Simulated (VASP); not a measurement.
Consider the following.

```
KZnF3
1.0
    4.07837     0.00000     0.00000
    0.00000     4.07837     0.00000
    0.00000     0.00000     4.07837
K Zn F
1 1 3
Cartesian
  0.00000   0.00000   0.00000
  2.03918   2.03918   2.03918
  2.03918   0.00000   2.03918
  0.00000   2.03918   2.03918
  2.03918   2.03918   0.00000
```

Method: optB86b-vdW, VASP's PBE PAW potentials (set 64) (plane waves; VASP). Numerical set-up: 520 eV cut-off, Gaussian smearing of 0.050 eV, potentials K_sv Zn F.

Problem. Give the energies of bands 9 to 22 at the high-symmetry points, in eV from the valence-band maximum.

Solution. 
```tsv
band	Γ	X	M	R
9	-3.96	-3.83	-5.14	-5.14
10	-3.96	-3.83	-4.41	-5.14
11	-3.37	-3.76	-3.81	-4.20
12	-3.37	-3.76	-3.81	-4.20
13	-3.37	-3.37	-3.51	-4.20
14	-3.05	-3.04	-2.47	-1.83
15	-3.05	-2.71	-2.21	-1.83
16	-1.93	-2.13	-2.21	-1.83
17	-1.93	-1.89	-2.00	-1.37
18	-1.93	-1.89	-1.70	-1.37
19	-1.73	-1.61	-1.70	-1.37
20	-1.73	-1.61	-1.39	0.00
21	-1.73	-1.57	0.00	0.00
22	3.77	6.47	7.96	8.49
```

The gap is indirect, 3.77 eV, from the valence maximum at R to the conduction minimum at Γ.

The compound is KZnF3 in the cubic perovskite structure. It was relaxed first.
